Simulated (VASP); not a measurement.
VASP runs on HfS₂ (1T layered) share one base input (PBE GGA, plane waves, VASP's PBE PAW potentials (set 64)) and change the settings named in each case.

File POSCAR:
```
HfS2
1
    1.8513000000    -3.2065450000     0.0000000000
    1.8513000000     3.2065450000     0.0000000000
    0.0000000000     0.0000000000     5.9670000000
Hf S
1 2
Direct
  0.0000000000   0.0000000000   0.0000000000
  0.3333330000   0.6666670000   0.2500000000
  0.6666670000   0.3333330000   0.7500000000
```

### INCAR
```
ENCUT=400   # plane-wave cut-off (eV)
ALGO=Normal   # blocked Davidson
LCHARG=.False.
SYSTEM=HfS2
LWAVE=.False.
LASPH=.True.   # aspherical one-centre terms
NELM=100   # most electronic steps
EDIFF=1E-6
GGA=PE
LMAXMIX=6   # l cut-off of mixed one-centre charges
LREAL=.False.   # projection in real space or not
ISMEAR=0   # Gaussian
PREC=Accurate
SIGMA=0.05
ISIF=2   # forces and stress, cell fixed
```

KPOINTS:
```
Automatic mesh
0
Gamma
6 6 4
0 0 0
```

POTCAR, in this order: Hf_pv S (PBE.64 set). Program: vasp_std.

| change | E(σ→0) (eV/atom) | pressure (GPa) | gap on the mesh (eV) |
|---|---|---|---|
| base run | -7.6035 | -4.90 | 1.02 |
| IVDW = 12 | -7.9135 | [?] | 1.02 |
| GGA = RP | -7.2761 | -2.70 | 1.09 |
| IVDW = 11 | -7.8057 | [?] | 1.02 |
| GGA = 91 | -7.6116 | -4.86 | 1.01 |

**Question.** Complete the blanks.

**Answer.** 
- IVDW = 11, pressure (GPa): -6.35
- IVDW = 12, pressure (GPa): -7.20

Energies of different potentials or functionals have different zeros. Unless said otherwise, spin-orbit coupling is left out, though it shifts the bands of the heavy elements here.

Left out are runs that ran out of time, are held back, or changed the cell or the kind of run, fixed moments of cells without a moment, rows past the twelfth, gaps on odd meshes, pressures of charged cells and columns that move by less than the noise.

The compound is HfS2 in the 1T layered structure. The cell was not relaxed at this level.
